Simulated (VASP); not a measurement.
A convergence study with VASP on PbI2 (1T layered): one setting is varied, all else stays as given below, so the limit is that of these other settings.

```xyz
3
Lattice="2.2800 -3.9491 0.0000 2.2800 3.9491 0.0000 0.0000 0.0000 6.9800" Properties=species:S:1:pos:R:3 pbc="T T T"
Pb     0.0000     0.0000     0.0000
I      2.2800     1.3164     1.8706
I      2.2800    -1.3164     5.1094
```

All values below come from PBE GGA, VASP's PBE PAW potentials (set 64) (plane waves; VASP). The tightest run used: 550 eV cut-off, 10×10×7 Monkhorst-Pack mesh, Gaussian smearing of 0.050 eV, potentials Pb_d I.

### Question
The settings run are 1×1×1 mesh; 2×2×1 mesh; 3×3×2 mesh; 4×4×3 mesh; 5×5×3 mesh; 6×6×4 mesh; 7×7×5 mesh; 8×8×5 mesh; 9×9×6 mesh; 10×10×7 mesh. From which on does the stress (every component) stay within 0.5 GPa of the tightest run?

### Answer
From 3×3×2 mesh on: it is off by 0.17 there and by no more than 0.5 in any finer run, while 2×2×1 mesh is off by 0.79.
```tsv
setting	E (eV/atom)	pressure (GPa)	irreducible k-points	difference judged (GPa)
1×1×1 mesh	-0.6378	15.87	1	21.32
2×2×1 mesh	-2.9201	0.75	2	0.79
3×3×2 mesh	-2.8525	1.40	4	0.17
4×4×3 mesh	-2.8537	1.47	16	0.01
5×5×3 mesh	-2.8526	1.48	12	0.01
6×6×4 mesh	-2.8532	1.47	42	0.00
7×7×5 mesh	-2.8532	1.47	32	0.00
8×8×5 mesh	-2.8532	1.47	92	0.00
9×9×6 mesh	-2.8532	1.47	57	0.00
10×10×7 mesh	-2.8532	1.47	195	0.00
```

Left out are rungs that failed or repeat a setting and relaxations that didn't move; long series are thinned to 24 rows.

The compound is PbI2 in the 1T layered structure. The cell was not relaxed at this level.
